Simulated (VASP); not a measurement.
Computed with PBE GGA, VASP's PBE PAW potentials (set 64) (plane waves; VASP).

VASP ran on this input.

### INCAR
```
LVHAR = .TRUE.
SYSTEM = Re16Cl
LASPH = .TRUE.
EDIFF = 1E-6   # SCF stop (eV)
NELM = 100   # most electronic steps
GGA = PE
ALGO = Normal   # blocked Davidson
NELMIN = 4
PREC = Normal
LDIPOL = .TRUE.
ENCUT = 400   # plane-wave cut-off (eV)
LMAXMIX = 6   # l cut-off of mixed one-centre charges
DIPOL = 0.5 0.5 0.5
LREAL = .FALSE.   # projection in real space or not
ISMEAR = 1   # Methfessel-Paxton
IDIPOL = 3
LORBIT = 11
LCHARG = .FALSE.
LWAVE = .FALSE.
SIGMA = 0.1   # width (eV)
```

**KPOINTS**
```
kpoints
0
gamma
 6 6 1
0 0 0
```

**POSCAR**
```
Re16Cl
20.8101750
  0.2664455967   0.0000000000   0.0000000000
  0.1332227983   0.2307486444   0.0000000000
  0.0000000000   0.0000000000   1.0000000236
Re Cl
16 1
Cart
  0.2664454635   0.0769534869   0.3418484585
  0.1332226651   0.0769161379   0.3417181547
  0.3330245174   0.1922717856   0.3418484585
  0.1998664095   0.1922717856   0.3418484585
  0.0000000000   0.0000000000   0.4423390482
  0.1332227983   0.0000832822   0.4425338684
  0.0666835237   0.1153326811   0.4425338684
  0.1997620730   0.1153326811   0.4425338684
  0.2664454635   0.0769284387   0.5553314406
  0.1332226651   0.0769161379   0.5567438439
  0.3330462099   0.1922843097   0.5553314406
  0.1998447171   0.1922843097   0.5553314406
  0.0000000000   0.0000000000   0.6553374480
  0.2664455967   0.2280873565   0.6572110792
  0.3307522528   0.1167049662   0.6572110792
  0.2021389406   0.1167049662   0.6572110792
  0.1332226651   0.0769161379   0.7481281711
```

POTCAR, in this order: Re Cl (PBE.64 set). Program: vasp_std. Read from the step before: WAVECAR.

The resulting files:

OSZICAR:
```
       N       E                     dE             d eps       ncg     rms          rms(c)
DAV:   1    -0.194466528067E+03   -0.19447E+03   -0.10068E-02  1972   0.113E+00    0.184E-01
DAV:   2    -0.194588558376E+03   -0.12203E+00   -0.68421E-01  1964   0.954E+00    0.151E+00
DAV:   3    -0.194460922745E+03    0.12764E+00   -0.57157E-01  1964   0.843E+00    0.148E-01
DAV:   4    -0.194463700548E+03   -0.27778E-02   -0.31599E-02  1916   0.881E-01    0.914E-02
DAV:   5    -0.194464238172E+03   -0.53762E-03   -0.54095E-03  1910   0.253E-01    0.393E-02
DAV:   6    -0.194464339143E+03   -0.10097E-03   -0.12060E-03  1924   0.141E-01    0.364E-02
DAV:   7    -0.194464365097E+03   -0.25954E-04   -0.32680E-04  1437   0.671E-02    0.246E-02
DAV:   8    -0.194464360763E+03    0.43339E-05   -0.87745E-05  1052   0.593E-02    0.210E-02
DAV:   9    -0.194464362119E+03   -0.13557E-05   -0.26918E-05  1148   0.323E-02    0.215E-02
DAV:  10    -0.194464361815E+03    0.30332E-06   -0.84134E-06   964   0.248E-02
   1 F= -.19446436E+03 E0= -.19446867E+03  d E =0.129099E-01
```

**OUTCAR**
```
------------------------ aborting loop because EDIFF is reached ----------------------------------------
  FORCE on cell =-STRESS in cart. coord.  units (eV):
  Direction    XX          YY          ZZ          XY          YZ          ZX
  --------------------------------------------------------------------------------------
  Total       -7.1281198     -7.1281191      0.2083592     -0.0000000      0.0000000      0.0000000
  in kB      -20.6115503    -20.6115483      0.6024880     -0.0000000      0.0000000      0.0000000
  external PRESSURE =     -13.5402035 kB  Pullay stress =       0.0000000 kB
  volume of cell :      554.08
      direct lattice vectors                 reciprocal lattice vectors
     5.544779495  0.000000000  0.000000000     0.180349823 -0.104125024  0.000000000
     2.772389748  4.801919671  0.000000000     0.000000000  0.208250048  0.000000000
     0.000000000  0.000000000 20.810175491     0.000000000  0.000000000  0.048053415
 POSITION                                       TOTAL-FORCE (eV/Angst)
 -----------------------------------------------------------------------------------
      5.54478      1.60142      7.11393        -0.000000     -0.001291     -0.012329
      2.77239      1.60064      7.11121        -0.000000     -0.000000     -0.015539
      6.93030      4.00121      7.11393         0.001118      0.000646     -0.012329
      4.15925      4.00121      7.11393        -0.001118      0.000646     -0.012329
      0.00000      0.00000      9.20515        -0.000000     -0.000000     -0.010861
      2.77239      0.00173      9.20921        -0.000000     -0.001219     -0.008805
      1.38770      2.40009      9.20921        -0.001056      0.000609     -0.008805
      4.15708      2.40009      9.20921         0.001056      0.000609     -0.008805
      5.54478      1.60089     11.55654        -0.000000     -0.002307      0.017669
      2.77239      1.60064     11.58594        -0.000000     -0.000000     -0.000807
      6.93075      4.00147     11.55654         0.001998      0.001154      0.017669
      4.15880      4.00147     11.55654        -0.001998      0.001154      0.017669
      0.00000      0.00000     13.63769        -0.000000     -0.000000      0.007234
      5.54478      4.74654     13.67668         0.000000     -0.015873      0.000380
      6.88301      2.42865     13.67668        -0.013746      0.007937      0.000380
      4.20655      2.42865     13.67668         0.013746      0.007937      0.000380
      2.77239      1.60064     15.56868        -0.000000     -0.000000      0.029226
 -----------------------------------------------------------------------------------
    total drift:                                0.003551      0.002050     -0.004563
  FREE ENERGIE OF THE ION-ELECTRON SYSTEM (eV)
  ---------------------------------------------------
  free  energy   TOTEN  =      -194.4643618152 eV

  energy  without entropy=     -194.4772717361  energy(sigma->0) =     -194.46866512

 total charge

# of ion       s       p       d       tot
------------------------------------------
    1        0.632   0.520   4.829   5.981
    2        0.632   0.517   4.831   5.979
    3        0.632   0.520   4.829   5.981
    4        0.632   0.520   4.829   5.981
    5        0.622   0.676   4.849   6.148
    6        0.621   0.675   4.844   6.139
    7        0.621   0.675   4.844   6.139
    8        0.621   0.675   4.844   6.139
    9        0.622   0.681   4.847   6.150
   10        0.616   0.661   4.812   6.089
   11        0.622   0.681   4.847   6.150
   12        0.622   0.681   4.847   6.150
   13        0.633   0.516   4.857   6.006
   14        0.614   0.569   4.865   6.048
   15        0.614   0.569   4.865   6.048
   16        0.614   0.569   4.865   6.048
   17        1.604   3.452   0.000   5.057
--------------------------------------------------
tot         11.573  13.158  77.502 102.233
```
(Selected blocks of OUTCAR.)

The cell is a thin slab with vacuum, built from Re (hcp): (001) face, Cl adsorbed.
